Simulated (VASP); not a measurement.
Shape and ions are relaxed at each volume.

Data:

```
CELL_PARAMETERS angstrom
      1.82597    -3.16267     0.00000
      1.82597     3.16267     0.00000
      0.00000     0.00000     5.73269
ATOMIC_POSITIONS crystal
  Dy 0.33333 0.66667 0.25000
  Dy 0.66667 0.33333 0.75000
```

Level of theory: vdW-DF2, VASP's PBE PAW potentials (set 64) (plane waves; VASP). Settings: 520 eV cut-off, 11×11×7 Γ-centred mesh, first-order Methfessel-Paxton smearing of 0.10 eV, potentials Dy_3.

The 4f electrons are frozen in the core of the lanthanide potential, so 4f levels, which can set the real gap, and their magnetism are missing.

**Question.** Give the energy at these volumes per atom, relative to the lowest: 31.24, 32.23, 33.23, 34.23, 35.23 Å³.

**Answer.** 14.3, 2.9, 0.0, 4.4, 15.2 meV/atom. A third-order Birch-Murnaghan fit gives B0 = 39.9 GPa and B0′ = 3.9.

Measured: bulk modulus 40.5 GPa (computed value off by -1.6 %), as given by Wikipedia, Dysprosium (infobox). The calculation is for a static lattice, while the measured bulk modulus holds thermal and zero-point effects, which are part of the difference.

The compound is Dy in the hcp structure. It was relaxed first.
